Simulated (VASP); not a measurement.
OSZICAR of a VASP run on GePt3 (space group Fm-3m):

### OSZICAR
```
       N       E                     dE             d eps       ncg     rms          rms(c)
DAV:   1     0.288199225866E+03    0.28820E+03   -0.15517E+04   982   0.235E+03
DAV:   2     0.960564728178E+01   -0.27859E+03   -0.27115E+03   912   0.571E+02
DAV:   3    -0.224271797057E+02   -0.32033E+02   -0.30609E+02   968   0.116E+02
DAV:   4    -0.238124525791E+02   -0.13853E+01   -0.13527E+01   956   0.250E+01
DAV:   5    -0.238436684451E+02   -0.31216E-01   -0.31173E-01  1028   0.384E+00    0.138E+01
DAV:   6    -0.230314971924E+02    0.81217E+00   -0.35586E+00   924   0.114E+01    0.767E+00
DAV:   7    -0.229511623501E+02    0.80335E-01   -0.17866E-01   984   0.396E+00    0.412E+00
DAV:   8    -0.229369321255E+02    0.14230E-01   -0.11192E-01   960   0.227E+00    0.807E-01
DAV:   9    -0.229324558465E+02    0.44763E-02   -0.21480E-02   892   0.124E+00    0.378E-01
DAV:  10    -0.229318991927E+02    0.55665E-03   -0.78887E-03  1012   0.110E+00    0.848E-02
DAV:  11    -0.229316639540E+02    0.23524E-03   -0.10692E-03  1048   0.414E-01    0.190E-02
DAV:  12    -0.229316651839E+02   -0.12299E-05   -0.39959E-05   948   0.593E-02    0.724E-03
DAV:  13    -0.229316655558E+02   -0.37195E-06   -0.11843E-06   610   0.115E-02
   1 F= -.22931666E+02 E0= -.22883525E+02  d E =-.962808E-01
```

**Question.** Which electronic solver shows in the log?

**Answer.** It is blocked Davidson (ALGO = Normal, or the opening steps of other solvers). The INCAR had ALGO = Normal.

**Question.** Can the final energy be trusted as converged?

**Answer.** The run converged. It stopped with EDIFF = 1E-6, NELM = 100 (PBE GGA, plane waves, VASP's PBE PAW potentials (set 64)).

The structure was generated: GePt3 was put into an ordered model structure, which need not be its known phase. The cell was not relaxed at this level.
